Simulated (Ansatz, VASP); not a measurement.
## NbAu2 (Au-Nb-Au stack, (100) layers) in two plane-wave programs

Wanted: the spread between two codes on one cell, functional and k mesh. The cell is taken from a series of runs on this material, whose earlier steps may have relaxed, scaled, displaced or heated it; both programs get it as it stands.

Method: plane waves, with VASP 6.6.1 beside it; LDA, in Ansatz 0.2.0.

## Step 1: Starting point

The cell holds 3 atoms: 2 Au and 1 Nb. Cell: a = 2.802 Å, b = 2.802 Å, c = 32.115 Å, α = 90.0°, β = 90.0°, γ = 90.0°. It derives from NbAu2. Vacuum lies along c.

## Step 2: Ansatz: zone-centre phonons, LDA

Ansatz runs on its PAW soft_1 files.

Second derivatives magnify differences that forces hide, and they need a tight electronic threshold.

Input file input.yaml:

```yaml
crystal:
  lattice:
    - [2.8023030303, 0.0, 0.0]
    - [0.0, 2.8023030303, 0.0]
    - [0.0, 0.0, 32.1154791709]
  atoms:
    - { symbol: Au, position: [0.0, 0.0, 0.173868953] }
    - { symbol: Nb, position: [0.5, 0.5, 0.2359880717] }
    - { symbol: Au, position: [0.0, 0.0, 0.2981071904] }
  periodic: [true, true, false]
kpoints:
  mp_grid: { grid: [12, 12, 1] }
hamiltonian:
  xc: lda
  pseudopotentials: { kind: paw, azcp: { folder: soft_1 }, xc_functional: pbe }
scf:
  occupations: { method: methfessel_paxton, width: 0.2 }
output:
  eigenvalues: true
phonons:
  method: dfpt
  qmesh: [4, 4, 1]
  temperatures: { t_max: 1000, t_step: 50 }
  qpath:
    path: [[0.0, 0.0, 0.0], [0.0, 0.5, 0.0], [0.5, 0.5, 0.0], [0.0, 0.0, 0.0]]
    npoints: 10
  electrical_resistivity:
    mesh: [20, 20, 1]
    temperatures: [20.0, 50.0, 77.0, 100.0, 150.0, 200.0, 300.0, 400.0, 600.0, 800.0]
```

Run with:

```console
$ ansatz run input.yaml --threads 8 --pin off --max-ram 20480MiB --backend cpu --events-out ev --progress --plain --runs-dir out
```

Numbers of over 12 decimals in the logs are rounded to 6 here.

Output:

```text
Warning: crystal.symmetry: narrowed to the stabiliser of the run's FFT grids — unitary ops 16 → 8. A phonons.method: dfpt run fills in the rows of the dynamical matrix that it does not solve by its symmetry operations, which is exact only for operations that map its FFT grids onto themselves: filled in by any other, the frequencies could depend on the order in which like atoms are typed, or, by more than the grids' own error, on where the crystal sits among the grids' points. Excluded: 8 operations. The run can therefore solve more perturbations, solve them on more k-points, or both, and cost more. [rest of the remark cut]
Engine: ansatz 0.2.0, aarch64-unknown-linux-gnu
Pseudopotentials: kind: paw
Pseudopotential: Au, paw, valence charge 19, recommended cutoff 420 eV (normal), soft_1/Au.paw.azcp
Pseudopotential: Nb, paw, valence charge 13, recommended cutoff 420 eV (normal), soft_1/Nb.paw.azcp
Functional definition: SPW92
  exchange = slater_x
  correlation = pw_c
Crystal: 3 atoms, lattice volume = 252.200 Å³
Basis set: ecut = 420 eV, 4999 PW (Γ), exchange–correlation on 40×40×432 points (8 copies of the dense FFT grid, shifted against one another)
Bands: 31, of which v1, the nominal top of the filled ones, is band 26 counted from 1 (25 counted from 0)
Symmetry: 16 space group operations
k-points: 28 of 144 (irreducible under 8 space group operations)
Non-local potential: Au, projectors of the file, l = 0: 3, l = 1: 2, l = 2: 2, l = 3: 1
Non-local potential: Nb, projectors of the file, l = 0: 3, l = 1: 2, l = 2: 2, l = 3: 1
PAW form: soft (Blöchl's): semilocal exchange-correlation on the pseudo side does not see the compensation charge
PAW frozen core: Au, regenerated for the run's functional, and the local potential with it (the file was generated under x = pbe(κ = 0.804, μ = 0.219515), c = pbe(β = 0.066725))
PAW frozen core: Nb, regenerated for the run's functional, and the local potential with it (the file was generated under x = pbe(κ = 0.804, μ = 0.219515), c = pbe(β = 0.066725))
PAW one-centre angular grid: Au, 590 points (default); XC on 64 Gauss nodes
PAW one-centre angular grid: Nb, 590 points (default); XC on 64 Gauss nodes
Initial density: superposition of atomic densities (neutral atoms: chi_scale 0, normalization atom)
Initial wavefunctions: pseudopotential atomic-orbital guess
Functional: x = slater, c = lda
SCF iter   1: F=—  HF=-30176.796565 eV  |F-HF|=—  |Δ(HF+E_count)|=         —  Δρ=4.92e-2  dr2=1.32e1  ethr=3.10e-3  ⟨swp⟩=13.4  Hψ=6521  notcnv=0
preconditioner: auto → LDOS  [metal: Δε(μ)=0.083 eV  Ē_g=6.585 eV  σ=0.200 eV  W_gap=0.34  n_scr=20 (ndim 8)  ℏωp=12.1 eV  f_vac=0.754  D(μ)=3.23/eV (n_scr^D=14)  β→1.0]
SCF iter   2: F=—  HF=-30175.228490 eV  |F-HF|=—  |Δ(HF+E_count)|=    1.57e0  S|Δr|=    0.00e0  Δρ=3.10e-2  dr2=2.21e0  ethr=3.10e-3  ⟨swp⟩=4.0  Hψ=2646  notcnv=0  defer=8
[...]
E_ewald      = 83320.339856
  E_core_change = 1.471186  (= ΣΔE_core)
  E_smearing   = -0.002613  (= −TS)
  E_closure    = -0.000000  (closes the sum)
  Σ components = -30174.455483   (vs F -30174.455483, Δ=0.00e0)
--- Band table (eV; the first three rows and the last of 28) ---
  k-point 0: bands = [... 22 lower, -7.6956, -7.6612, -7.3428, -6.7963, -4.4009, -3.6676, -2.3663, -2.3663, ... 1 higher]
  k-point 1: bands = [... 22 lower, -7.7909, -7.7735, -7.1398, -6.6413, -4.2054, -4.0643, -2.3157, -1.9067, ... 1 higher]
  k-point 2: bands = [... 22 lower, -8.0545, -8.0414, -6.7816, -6.1577, -4.6227, -3.6688, -2.1966, -1.6260, ... 1 higher]
  k-point 27: bands = [... 22 lower, -6.3232, -5.2843, -5.2843, -2.3012, -1.6206, -1.6206, 0.2274, 1.2053, ... 1 higher]
--- Phonons (Γ-DFPT): 6 representative perturbations + reference (Σ response iterations 31) ---
  ASR residual: 2.939e-5 → 0.000e0 eV/Å²; symmetrization residual: 4.982e-7 eV/Å²
  The last average, over the group as it would stand without the narrowing to the FFT grids, took up to 1.815e-7 eV/Å² of the zone centre's force constants
  ASR residual per site (eV/Å²): 2.94e-5 2.30e-5 2.93e-5
  Γ frequencies (cm⁻¹): 0.00 0.00 0.00 66.25 66.25 99.19 149.33 149.33 210.10
--- Phonons (arbitrary-q DFPT): 6 irreducible q on the 4×4×1 mesh ---
  q = [0.0000, 0.0000, 0.0000] (star 1, of the zone-centre solve; hermiticity 8.17e-8, symmetrization 1.08e-12, taken by the last average 1.49e-8): -0.00 -0.00 0.00 66.25 66.25 99.19 149.33 149.33 210.10
  q = [0.0000, 0.2500, 0.0000] (star 4, 9 solved perturbations on 84 of 144 k-point pairs; hermiticity 3.65e-8, symmetrization 9.31e-11, taken by the last average 1.68e-8): 40.79 52.59 61.22 69.26 94.45 102.02 136.56 169.25 198.31
  q = [0.0000, -0.5000, 0.0000] (star 2, 9 solved perturbations on 49 of 144 k-point pairs; hermiticity 2.41e-8, symmetrization 1.62e-10, taken by the last average 1.29e-8): 62.39 71.76 73.04 73.39 101.08 105.27 139.14 184.44 203.09
  q = [0.2500, 0.2500, 0.0000] (star 4, 6 solved perturbations in 666 linear systems a pass and spin channel, the states on 144 of 144 k-point pairs; hermiticity 5.90e-8, symmetrization 1.53e-10, taken by the last average 1.93e-8): 72.88 75.66 90.73 97.30 101.87 101.92 158.79 180.67 182.15
  q = [0.2500, -0.5000, 0.0000] (star 4, 9 solved perturbations on 84 of 144 k-point pairs; hermiticity 2.45e-8, symmetrization 9.64e-10, taken by the last average 1.27e-8): 84.55 90.36 98.25 109.24 114.89 116.98 157.90 161.68 212.13
  q = [-0.5000, -0.5000, 0.0000] (star 1, 6 solved perturbations in 231 linear systems a pass and spin channel, the states on 49 of 144 k-point pairs; hermiticity 4.83e-8, symmetrization 1.30e-10, taken by the last average 1.38e-8): 94.29 102.81 123.91 123.91 134.63 134.63 155.68 209.06 209.06
  sum rule: each row above includes the acoustic sum rule's correction from the zone centre's row sums; it moved no ω² by more than (0.26 cm⁻¹)²
  mesh force constants: q→R imaginary residual 3.84e-18; ASR residual 2.939e-5 → 0.000e0 eV/Å²; symmetrization residual 1.776e-15 eV/Å²
  interpolated dispersion: 31 rows × 9 modes
  density of states and harmonic sums: on the 24×24×1 q-mesh, interpolated from the force constants of a 4×4×1 supercell (no non-analytic term)
  largest difference from the sums on the solved wave vectors: F 5.51e-2 eV, S 7.08e-5 and C_V 1.57e-5 eV/K
  zero-point energy: 0.064498 eV/cell   skipped modes (ω ≤ 0): 3   left out of the sums: 5.79e-4 of the cell's modes: C_V's classical limit lies that fraction below 3 k_B per atom; for a crystal, a wire or a layer, F and S can be off by more, and a phonons.interpolated_qmesh denser along its periods is the remedy for the sampling
--- Electrical resistivity: potentials and phonons of a 4×4×1 supercell ---
  scattering by harmonic phonons alone, with no dipole-dipole term; scattering by other electrons, impurities, surfaces and spin disorder is left out, and so is spin–orbit coupling
  the resistivity is that of a variational response, whose dependence on the energy is improved iteratively
  tensors lie in the sheet's plane, the Hall coefficient along its normal; that, the resistivity and the plasma energy are of the whole cell, vacuum included; the cell is 32.115 Å high
  at the Fermi level of each mesh (of a tensor half of its trace):
           mesh   spin    states/(eV spin)  plasma energy (eV)         λ      λ_tr    ħω_log (meV)
        20×20×1                     1.6280              3.6306    1.2931    1.5019           9.759
        10×10×1                     1.3913              3.4502    1.4960    1.8314           8.695
          5×5×1                     1.5757              3.3314    1.6357    2.0799           9.795
  resistivity on the deck's mesh, µΩ·cm:
     T (K)       trace/2  mesh converged            xx            yy            zz    lowest order   relaxation time
     20.00     9.8956e-1              no     9.8956e-1     9.8956e-1      0.0000e0        1.8329e0          1.0241e0
     50.00      1.1220e1              no      1.1220e1      1.1220e1      0.0000e0        1.4264e1          1.0966e1
     77.00      2.3412e1              no      2.3412e1      2.3412e1      0.0000e0        2.7938e1          2.3002e1
    100.00      3.3922e1              no      3.3922e1      3.3922e1      0.0000e0        3.9726e1          3.3402e1
    150.00      5.6189e1              no      5.6189e1      5.6189e1      0.0000e0        6.5036e1          5.5440e1
    200.00      7.7984e1              no      7.7984e1      7.7984e1      0.0000e0        9.0131e1          7.7025e1
    300.00      1.2164e2              no      1.2164e2      1.2164e2      0.0000e0        1.4087e2          1.2031e2
    400.00      1.6586e2              no      1.6586e2      1.6586e2      0.0000e0        1.9272e2          1.6428e2
    600.00      2.5341e2              no      2.5341e2      2.5341e2      0.0000e0        2.9796e2          2.5161e2
    800.00      3.3589e2              no      3.3589e2      3.3589e2      0.0000e0        4.0237e2          3.3423e2
  sheet resistance at 20 K: 3.081 Ω
  mean free path at 20 K (of a tensor half of its trace): 312 nm by what each carries, 210 by the Fermi surface alone
  sheet resistance at 50 K: 34.94 Ω
  mean free path at 50 K (of a tensor half of its trace): 23.4 nm by what each carries, 18.6 by the Fermi surface alone
  sheet resistance at 77 K: 72.90 Ω
  mean free path at 77 K (of a tensor half of its trace): 10.7 nm by what each carries, 8.89 by the Fermi surface alone
  sheet resistance at 100 K: 105.6 Ω
  mean free path at 100 K (of a tensor half of its trace): 7.23 nm by what each carries, 6.14 by the Fermi surface alone
  sheet resistance at 150 K: 175.0 Ω
  mean free path at 150 K (of a tensor half of its trace): 4.31 nm by what each carries, 3.71 by the Fermi surface alone
  sheet resistance at 200 K: 242.8 Ω
  mean free path at 200 K (of a tensor half of its trace): 3.10 nm by what each carries, 2.67 by the Fermi surface alone
  sheet resistance at 300 K: 378.8 Ω
  mean free path at 300 K (of a tensor half of its trace): 2.01 nm by what each carries, 1.71 by the Fermi surface alone
  sheet resistance at 400 K: 516.5 Ω
  mean free path at 400 K (of a tensor half of its trace): 1.49 nm by what each carries, 1.26 by the Fermi surface alone
  sheet resistance at 600 K: 789.1 Ω
  mean free path at 600 K (of a tensor half of its trace): 1.02 nm by what each carries, 0.822 by the Fermi surface alone
  sheet resistance at 800 K: 1046 Ω
  mean free path at 800 K (of a tensor half of its trace): 0.818 nm by what each carries, 0.620 by the Fermi surface alone
  the resistivity times a path that all electrons share, by the Fermi surface of the deck's mesh alone (half of the trace): 2.082e-15 Ω·m²
  not converged in the mesh (λ; λ_tr; the resistivity at 20 K by 4.90 %; the resistivity at 50 K by 14.53 %; the resistivity at 77 K by 16.34 %; the resistivity at 100 K by 17.18 %; the resistivity at 150 K by 18.61 %; the resistivity at 200 K by 19.69 %; the resistivity at 300 K by 19.99 %; the resistivity at 400 K by 19.18 %; the resistivity at 600 K by 17.53 %; the resistivity at 800 K by 16.86 %): between neighbo [...]
  vibrations of 16 cells: unjudged by the run; compare a larger repeat
  the changes of the potential over all sites missed a rigid shift's by 1.33 % (the site terms' by 0.01 %)
  at the force constants' own smearing the fine mesh and the k-points of their solves give squared frequencies that differ by 32.4 % of the larger at the most, at (-0.5, -0.5, 0)
```

[end of part 1 of 2]

[Lines on the potential files, build, host, timing and source positions are cut from VASP's logs without a mark.]

[Logs are printed without paths, hosts, clocks, repeated set-up lines and the standing remarks that a program may print on its own settings, such as how far it seeks lower states.]

[Hosts, paths, dates, database ids (printed as entryN), source tags and the programs' standing remarks are cut or masked in the printed files.]
